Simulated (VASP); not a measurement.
An input for Quantum ESPRESSO's pw.x (written as the equivalent of a VASP run, and not itself run):

```
&CONTROL
  calculation = 'scf'
  pseudo_dir = './pseudo'
  outdir = './out'
  tprnfor = .true.
  tstress = .true.
/
&SYSTEM
  ibrav = 0
  nat = 12
  ntyp = 2
  ecutwfc = 84
  occupations = 'smearing'
  smearing = 'methfessel-paxton'
  degauss = 0.01999
  input_dft = 'pz'
/
&ELECTRONS
  conv_thr = 7.3e-08
  electron_maxstep = 100
/
ATOMIC_SPECIES
  Al 26.982 Al.upf
  N 14.007 N.upf
CELL_PARAMETERS angstrom
     3.1485180    0.0000000    0.0000000
    -1.5742590    2.7266960    0.0000000
     0.0000000    0.0000000   15.4496430
ATOMIC_POSITIONS crystal
  Al   0.0000000  0.0000000  0.0000000
  Al   0.0000000  0.0000000  0.5000000
  Al   0.6666670  0.3333330  0.8332500
  Al   0.3333330  0.6666670  0.3332500
  Al   0.6666670  0.3333330  0.1665000
  Al   0.3333330  0.6666670  0.6665000
  N    0.0000000  0.0000000  0.8746000
  N    0.0000000  0.0000000  0.3746000
  N    0.6666670  0.3333330  0.7078500
  N    0.3333330  0.6666670  0.2078500
  N    0.6666670  0.3333330  0.0415000
  N    0.3333330  0.6666670  0.5415000
K_POINTS automatic
  10 10 2 0 0 0
```

Problem. Translate this input to VASP (INCAR, KPOINTS, POSCAR, choice of POTCAR).

Solution. One answer among several that fit: 
### INCAR
```
! general
SYSTEM = AlN
PREC   = Accurate
ENCUT  = 400
LREAL  = .False.
LASPH  = .True.

! electronic loop
EDIFF  = 1E-6
NELM   = 100
ALGO   = Normal

! smearing
ISMEAR = 1
SIGMA  = 0.272

! ions
ISIF   = 2

! output
LWAVE  = .False.
LCHARG = .False.
```

POSCAR:
```
AlN
1
    3.1485180000     0.0000000000     0.0000000000
   -1.5742590000     2.7266960000     0.0000000000
    0.0000000000     0.0000000000    15.4496430000
Al N
6 6
Direct
  0.0000000000   0.0000000000   0.0000000000
  0.0000000000   0.0000000000   0.5000000000
  0.6666670000   0.3333330000   0.8332500000
  0.3333330000   0.6666670000   0.3332500000
  0.6666670000   0.3333330000   0.1665000000
  0.3333330000   0.6666670000   0.6665000000
  0.0000000000   0.0000000000   0.8746000000
  0.0000000000   0.0000000000   0.3746000000
  0.6666670000   0.3333330000   0.7078500000
  0.3333330000   0.6666670000   0.2078500000
  0.6666670000   0.3333330000   0.0415000000
  0.3333330000   0.6666670000   0.5415000000
```

### KPOINTS
```
Automatic mesh
0
Gamma
10 10 2
0 0 0
```

POTCAR, in this order: Al N (LDA.64 set). Program: vasp_std.

What does not carry over: the potentials are each code's own (VASP's PAW set, PseudoDojo norm-conserving files in pw.x), so ENCUT and ecutwfc are chosen apart and not converted; conv_thr bounds pw.x's estimated SCF error, while EDIFF bounds the energy change between steps.

The structure was generated: AlN was put into an ordered model structure, which need not be its known phase. The cell was not relaxed at this level.
